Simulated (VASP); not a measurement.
Output of a VASP run:

**OSZICAR**
```
       N       E                     dE             d eps       ncg     rms          rms(c)
DAV:   1     0.495313481618E+02    0.49531E+02   -0.89073E+03  1664   0.124E+03
DAV:   2    -0.202692356749E+01   -0.51558E+02   -0.50453E+02  1734   0.263E+02
DAV:   3    -0.452485905659E+01   -0.24979E+01   -0.22504E+01  2297   0.318E+01
DAV:   4    -0.458607393707E+01   -0.61215E-01   -0.60881E-01  1899   0.498E+00
DAV:   5    -0.458758152001E+01   -0.15076E-02   -0.15108E-02  2430   0.650E-01    0.238E+01
DAV:   6    -0.459725459051E+01   -0.96731E-02   -0.18846E-02  1938   0.117E+00    0.143E+01
DAV:   7    -0.461000894732E+01   -0.12754E-01   -0.36254E-02  1842   0.164E+00    0.224E-01
DAV:   8    -0.460988209058E+01    0.12686E-03   -0.18290E-03  1979   0.344E-01    0.724E-02
DAV:   9    -0.460990717370E+01   -0.25083E-04   -0.23158E-04  1989   0.115E-01    0.363E-02
DAV:  10    -0.460990152617E+01    0.56475E-05   -0.33354E-05  1874   0.434E-02    0.373E-02
DAV:  11    -0.460990344992E+01   -0.19237E-05   -0.47068E-06  1939   0.153E-02    0.132E-03
DAV:  12    -0.460990363819E+01   -0.18827E-06   -0.25879E-07  1052   0.424E-03
   1 F= -.46099036E+01 E0= -.46099560E+01  d E =-.460990E+01
```

### OUTCAR
```
------------------------ aborting loop because EDIFF is reached ----------------------------------------
  FORCE on cell =-STRESS in cart. coord.  units (eV):
  Direction    XX          YY          ZZ          XY          YZ          ZX
  --------------------------------------------------------------------------------------
  Total       -0.0137480     -0.0137480     -0.0116038      0.0000000      0.0000000      0.0000000
  in kB       -0.3545280     -0.3545279     -0.2992358      0.0000000      0.0000000      0.0000000
  external PRESSURE =      -0.3360973 kB  Pullay stress =       0.0000000 kB
  volume of cell :       62.13
      direct lattice vectors                 reciprocal lattice vectors
     1.790274421 -3.100845811  0.000000000     0.279286792 -0.161246328  0.000000000
     1.790274421  3.100845811  0.000000000     0.279286792  0.161246328  0.000000000
     0.000000000  0.000000000  5.595879367     0.000000000  0.000000000  0.178702923
 POSITION                                       TOTAL-FORCE (eV/Angst)
 -----------------------------------------------------------------------------------
      1.79027      1.03362      1.39897        -0.000000      0.000000      0.000000
      1.79027     -1.03362      4.19691         0.000000     -0.000000      0.000000
 -----------------------------------------------------------------------------------
    total drift:                                0.000000      0.000107     -0.000011
  FREE ENERGIE OF THE ION-ELECTRON SYSTEM (eV)
  ---------------------------------------------------
  free  energy   TOTEN  =        -4.6099036382 eV

  energy  without entropy=       -4.6100606571  energy(sigma->0) =       -4.60995598

 reached required accuracy - stopping structural energy minimisation
```
(Selected blocks of OUTCAR.)

**POSCAR**
```
Tb
1
    1.7902744215    -3.1008458114     0.0000000000
    1.7902744215     3.1008458114    -0.0000000000
   -0.0000000000    -0.0000000000     5.5958793671
Tb
2
Direct
  0.3333330000   0.6666670000   0.2500000000
  0.6666670000   0.3333330000   0.7500000000
```

**Question.** Write an INCAR and KPOINTS that could have produced this output.

**Answer.** One answer among several that fit: the input of the run itself, rev-vdW-DF2, plane waves, VASP's PBE PAW potentials (set 64).

### KPOINTS
```
Automatic mesh
0
Gamma
11 11 6
0 0 0
```

**INCAR**
```
PARAM1 = 0.1234568
ENCUT = 520   ! plane-wave cut-off (eV)
ALGO = Normal   ! blocked Davidson
EDIFF = 1E-6   ! SCF stop (eV)
PREC = Accurate
NELM = 100   ! most electronic steps
ZAB_VDW = -1.8867
PARAM2 = 0.7114
ISMEAR = 1
LREAL = .FALSE.
SIGMA = 0.1
AGGAC = 0.0
LMAXMIX = 6
GGA = MK
IBRION = 2
ISIF = 3   ! ions, shape and volume
LCHARG = .FALSE.
LASPH = .TRUE.
SYSTEM = Tb
NSW = 60
EDIFFG = -0.01   ! ionic stop
LWAVE = .FALSE.
LUSE_VDW = .TRUE.
```

POTCAR, in this order: Tb_3 (PBE.64 set). Program: vasp_std.

The 4f electrons are frozen in the core of the lanthanide potential, so 4f levels, which can set the real gap, and their magnetism are missing.

The compound is Tb in the hcp structure. It was relaxed first. The start is the result of an earlier pass.
